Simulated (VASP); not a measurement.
# FeAu (R-3m) in VASP: single point with PBE

Aim: the single point of FeAu with PBE.

Program: VASP 6.6.1. These are calculated values, not measurements. Logs are shortened: lines on timing, memory, paths and dates and some standing lists are left out, and cuts for length are marked.

### 1 Starting point

Symmetry: R-3m, No. 166, trigonal system. Conventional cell: a = 2.823 Å, b = 2.823 Å, c = 13.408 Å, α = 90.00°, β = 90.00°, γ = 120.00°. Around Au (site symmetry -3m) lie 6 Fe at 2.77 Å and 6 Au at 2.82 Å. Around Fe (site symmetry -3m) lie 6 Au at 2.77 Å and 6 Fe at 2.82 Å.

The cell comes from a database or a generator and needn't be the stable form of this composition.

### 2 Single point, PBE, collinear spin, ferromagnetic start

Contents of INCAR:

```
PREC = Accurate
ENCUT = 520
EDIFF = 1E-6
ISMEAR = -1
SIGMA = 0.05
LREAL = F
LASPH = T
NELM = 150
ALGO = Fast
ISIF = 2
LWAVE = F
LCHARG = F
ISPIN = 2
MAGMOM = 0 4.5
LORBIT = 11
LMAXMIX = 4
GGA = PE
```

Contents of KPOINTS:

```
regular mesh
0
Gamma
  11 11 11
```

Contents of POSCAR:

```
FeAu
1.0
    1.4117478522      0.8150730025      4.4694532999
   -1.4117478522      0.8150730025      4.4694532999
    0.0000000000     -1.6301460050      4.4694532999
Au Fe
1 1
Direct
    0.0000000000      0.0000000000      0.0000000000
    0.5000000000      0.5000000000      0.5000000000
```

Potentials or basis: VASP PAW PBE potentials, release 64 (Au, Fe).

Launch:

```sh
$ cat potpaw_PBE.64/Au/POTCAR potpaw_PBE.64/Fe/POTCAR > POTCAR
$ mpirun -np 1 vasp_std > vasp.out
```

OUTCAR:

```text
PREC = Accurate
   ENCUT = 520
   EDIFF = 1E-6
   ISMEAR = -1
   LREAL = F
   LASPH = T
   NELM = 150
   ISIF = 2
   ISPIN = 2
   LORBIT = 11
   GGA = PE

 ion  position               nearest neighbor table
   1  0.000  0.000  0.000-   2 2.77   2 2.77   2 2.77   2 2.77   2 2.77   2 2.77
   2  0.500  0.500  0.500-   1 2.77   1 2.77   1 2.77   1 2.77   1 2.77   1 2.77

  LATTYP: Found a trigonal (rhomboedric) cell.
 ALAT       =     4.7574561267
 COS(alpha) =     0.8238856747

  Lattice vectors:

 A1 = (   1.4117478522,   0.8150730025,   4.4694532999)
 A2 = (  -1.4117478522,   0.8150730025,   4.4694532999)
 A3 = (   0.0000000000,  -1.6301460050,   4.4694532999)

Analysis of symmetry for initial positions (statically):
=====================================================================
 Subroutine PRICEL returns:
 Original cell was already a primitive cell.

 Routine SETGRP: Setting up the symmetry group for a
 trigonal (rhombohedral) supercell.

 Subroutine GETGRP returns: Found 12 space group operations
 (whereof 12 operations were pure point group operations)
 out of a pool of 12 trial point group operations.

The static configuration has the point symmetry D_3d.

Analysis of symmetry for dynamics (positions and initial velocities):
=====================================================================
 Subroutine PRICEL returns:
 Original cell was already a primitive cell.

 Routine SETGRP: Setting up the symmetry group for a
 trigonal (rhombohedral) supercell.

 Subroutine GETGRP returns: Found 12 space group operations
 (whereof 12 operations were pure point group operations)
 out of a pool of 12 trial point group operations.

The dynamic configuration has the point symmetry D_3d.

Analysis of structural, dynamic, and magnetic symmetry:
=====================================================================
 Subroutine PRICEL returns:
 Original cell was already a primitive cell.

 Routine SETGRP: Setting up the symmetry group for a
 trigonal (rhombohedral) supercell.

 Subroutine GETGRP returns: Found 12 space group operations
 (whereof 12 operations were pure point group operations)
 out of a pool of 12 trial point group operations.

The overall configuration has the point symmetry D_3d.

 Subroutine INISYM returns: Found 12 space group operations
 (whereof 12 operations are pure point group operations),
 and found     1 'primitive' translations

----------------------------------------------------------------------------------------

                                     Primitive cell

  volume of cell :      30.8574

  direct lattice vectors                    reciprocal lattice vectors
     1.411747852  0.815073003  4.469453300     0.354170895  0.204480661  0.074580337
    -1.411747852  0.815073003  4.469453300    -0.354170895  0.204480661  0.074580337
     0.000000000 -1.630146005  4.469453300     0.000000000 -0.408961323  0.074580337

  length of vectors
     4.757456127  4.757456127  4.757456127     0.415706135  0.415706135  0.415706135

  position of ions in fractional coordinates (direct lattice)
     0.000000000  0.000000000  0.000000000
     0.500000000  0.500000000  0.500000000

  ion indices of the primitive-cell ions
   primitive index   ion index
                 1           1
                 2           2

----------------------------------------------------------------------------------------

 KPOINTS: regular mesh

Automatic generation of k-mesh.
 Grid dimensions read from file:
 generate k-points for:   11   11   11

 Generating k-lattice:

  Cartesian coordinates                     Fractional coordinates (reciprocal lattice)
     0.032197354  0.018589151  0.006780031     0.090909091 -0.000000000  0.000000000
    -0.032197354  0.018589151  0.006780031    -0.000000000  0.090909091  0.000000000
     0.000000000 -0.037178302  0.006780031     0.000000000  0.000000000  0.090909091

  Length of vectors
     0.037791467  0.037791467  0.037791467

  Shift w.r.t. Gamma in fractional coordinates (k-lattice)
     0.000000000  0.000000000  0.000000000

 Subroutine IBZKPT returns following result:
 ===========================================

[... 37 lines left out ...]
 SYSTEM =  unknown system
   PREC   = accura    normal or accurate (medium, high low for compatibility)
   ISTART =      0    job   : 0-new  1-cont  2-samecut
   ICHARG =      2    charge: 1-file 2-atom 10-const
   ISPIN  =      2    spin polarized calculation?
   LNONCOLLINEAR =      F non collinear calculations
   LSORBIT =      F    spin-orbit coupling
   LASPH  =      T    aspherical Exc in radial PAW
   ENCUT  =  520.0 eV  38.22 Ry    6.18 a.u.   8.85  8.85  8.85*2*pi/ulx,y,z
   NELM   =    150;   NELMIN=  2; NELMDL= -5     # of ELM steps
   EDIFF  = 0.1E-05   stopping-criterion for ELM
   LREAL  =      F    real-space projection
   EDIFFG = 0.1E-04   stopping-criterion for IOM
   NSW    =      0    number of steps for IOM
   IBRION =     -1    ionic relax: 0-MD 1-quasi-New 2-CG
   NFREE  =      0    steps in history (QN), initial steepest desc. (CG)
   ISIF   =      2    stress and relaxation
   ISYM   =      2    0-nonsym 1-usesym 2-fastsym
   POTIM  = 0.5000    time-step for ionic-motion
   TEBEG  =    0.0;   TEEND  =   0.0 temperature during run
   PSTRESS=    0.0 pullay stress
   NELECT =      19.0000    total number of electrons
   NUPDOWN=      -1.0000    fix difference up-down
   EMIN   =  10.00;   EMAX   =-10.00  energy-range for DOS
   EFERMI =   0.00;   METHOD = LEGACY
   ISMEAR =    -1;   SIGMA  =   0.05  broadening in eV -4-tet -1-fermi 0-gaus
   EFERMI_NEDOS =   21; number of points for ismear=-14 and -15
   IALGO  =     68    algorithm
   IMIX   =      4    mixing-type and parameters
     AMIX     =   0.40;   BMIX     =  1.00
     AMIX_MAG =   1.60;   BMIX_MAG =  1.00
  volume/ion in A,a.u.               =      15.43       104.12
  Fermi-wavevector in a.u.,A,eV,Ry     =   1.392749  2.631914 26.391907  1.939750
  Thomas-Fermi vector in A             =   2.516462
   LORBIT       =     11    0 simple, 1 ext, 2 COOP (PROOUT), +10 PAW based schemes
   GGA     = PE    functional components
   LHFCALC =     F    Hartree Fock is set to
   AEXX    =    0.0000 exact exchange contribution
   IVDW    =     0    specifies the selected vdW correction
   LEPSILON=     F    determine dielectric tensor
   LRPA    =     F    only Hartree local field effects (RPA)
 spin polarized calculation
 RMM-DIIS sequential band-by-band and
  energy-cutoff  :      520.00
  volume of cell :       30.86
 maximum number of plane-waves:       843
   NGX = 17   NGY = 17   NGZ = 17

 number of electron      19.0000004 magnetization       2.8981484

 Free energy of the ion-electron system (eV)
  ---------------------------------------------------
  ext. energy  EPLUGINS =         0.00000000
  ---------------------------------------------------
  free energy    TOTEN  =       -10.99604182 eV

  energy without entropy =      -10.98084314  energy(sigma->0) =      -10.98844248

 E-fermi :   7.5187     XC(G=0): -12.4101

 val. band max:        7.5172439129   @ k =  -0.3636   0.1818   0.1818
 cond. band min:       7.5212027215   @ k =  -0.4545  -0.4545   0.3636
 fundamental gap:      0.0039588086
 Fermi energy:         7.5187303938

 spin component 1

 k-point     1 :       0.0000    0.0000    0.0000
  band No.  band energies     occupation
      1      -1.9682      1.00000
      2       0.8302      1.00000
      3       2.5757      1.00000
      4       2.5757      1.00000
      5       3.7668      1.00000
      6       3.7668      1.00000
      7       4.3000      1.00000
      8       5.2308      1.00000
      9       5.2308      1.00000
     10       5.8994      1.00000
     11       5.8994      1.00000
     12       6.8233      1.00000
     13      11.6630      0.00000
     14      22.3295      0.00000
[... 403 lines left out ...]
      4       2.1500      1.00000
      5       3.2901      1.00000
      6       4.3966      1.00000
      7       4.5839      1.00000
      8       4.8609      1.00000
      9       4.9172      1.00000
     10       5.7271      1.00000
     11       6.1155      1.00000
     12      11.9932      0.00000
     13      12.4740      0.00000
     14      16.6862      0.00000
     15      17.8341      0.00000

 [... further k-points ...]

 spin component 2

 k-point     1 :       0.0000    0.0000    0.0000
  band No.  band energies     occupation
      1      -1.9157      1.00000
      2       0.9436      1.00000
      3       2.6676      1.00000
      4       2.6676      1.00000
      5       4.0992      1.00000
      6       4.0992      1.00000
      7       6.2545      1.00000
      8       6.9092      0.99999
      9       7.8163      0.00260
     10       7.8163      0.00260
     11       8.7476      0.00000
     12       8.7476      0.00000
     13      12.6492      0.00000
     14      22.2583      0.00000
[... 403 lines left out ...]
      4       2.2342      1.00000
      5       3.5143      1.00000
      6       4.9327      1.00000
      7       6.5757      1.00000
      8       7.1549      0.99931
      9       7.3462      0.96924
     10       8.3420      0.00000
     11       8.8195      0.00000
     12      12.6958      0.00000
     13      13.1076      0.00000
     14      17.1029      0.00000
     15      18.3597      0.00000

 [... further k-points ...]

------------------------ aborting loop because EDIFF is reached ----------------------------------------

  FORCE on cell =-STRESS in cart. coord.  units (eV):
  Direction    XX          YY          ZZ          XY          YZ          ZX
  --------------------------------------------------------------------------------------
  -------------------------------------------------------------------------------------
  Total       -0.3411710     -0.3411710     -0.0611007      0.0000000      0.0000000      0.0000000
  in kB      -17.7142762    -17.7142762     -3.1724697      0.0000000      0.0000000      0.0000000
  external PRESSURE =     -12.8670074 kB  Pullay stress =       0.0000000 kB

 VOLUME and BASIS-vectors are now :
 -----------------------------------------------------------------------------
  energy-cutoff  :      520.00
  volume of cell :       30.86
      direct lattice vectors                 reciprocal lattice vectors
     1.411747852  0.815073003  4.469453300     0.354170895  0.204480661  0.074580337
    -1.411747852  0.815073003  4.469453300    -0.354170895  0.204480661  0.074580337
     0.000000000 -1.630146005  4.469453300     0.000000000 -0.408961323  0.074580337

 POSITION                                       TOTAL-FORCE (eV/Angst)
 -----------------------------------------------------------------------------------
      0.00000      0.00000      0.00000        -0.000000     -0.000000      0.000000
      0.00000      0.00000      6.70418         0.000000      0.000000     -0.000000
 -----------------------------------------------------------------------------------
    total drift:                                0.000000     -0.000000      0.000000

  FREE ENERGIE OF THE ION-ELECTRON SYSTEM (eV)
  ---------------------------------------------------
  free  energy   TOTEN  =       -10.9960418193 eV

  energy  without entropy=      -10.9808431374  energy(sigma->0) =      -10.98844248

 total charge

# of ion       s       p       d       tot
------------------------------------------
    1        0.612   0.454   8.678   9.744
    2        0.375   0.346   6.111   6.833
--------------------------------------------------
tot          0.987   0.800  14.789  16.577

 magnetization (x)

# of ion       s       p       d       tot
------------------------------------------
    1       -0.016  -0.037   0.091   0.038
    2       -0.003  -0.019   2.913   2.891
--------------------------------------------------
tot         -0.019  -0.056   3.004   2.929
```

Wall time 1.9 min (1 thread of Intel Xeon 6975P-C (Granite Rapids), shared host); peak memory 0.32 GiB.

Results:

```yaml
Free_energy: -10.9960 eV
Pressure: -1.3 GPa
Band_gap_on_the_k_mesh: none (metal or under the smearing width)
Net_moment: 2.90 μB per cell
Site_moments: Au +0.04; Fe +2.89 μB
Valence_electrons_inside_the_program's_atomic_spheres: Au 9.74; Fe 6.83
```

Stress tensor (GPa, compression positive):
```
-1.77  0.00  0.00
 0.00 -1.77  0.00
 0.00  0.00 -0.32
```

Levels at points of the mesh, in eV from the Fermi level:
Spin up:
```tsv
k point	band 7	band 8	band 9	band 10	band 11	band 12	band 13	band 14	band 15
(0.00, 0.00, 0.00)	-3.22	-2.29	-2.29	-1.62	-1.62	-0.70	4.14	14.81	17.10
```
Spin down:
| k point | band 6 | band 7 | band 8 | band 9 | band 10 | band 11 |
| --- | --- | --- | --- | --- | --- | --- |
| (0.00, 0.00, 0.00) | -3.42 | -1.26 | -0.61 | 0.30 | 0.30 | 1.23 |
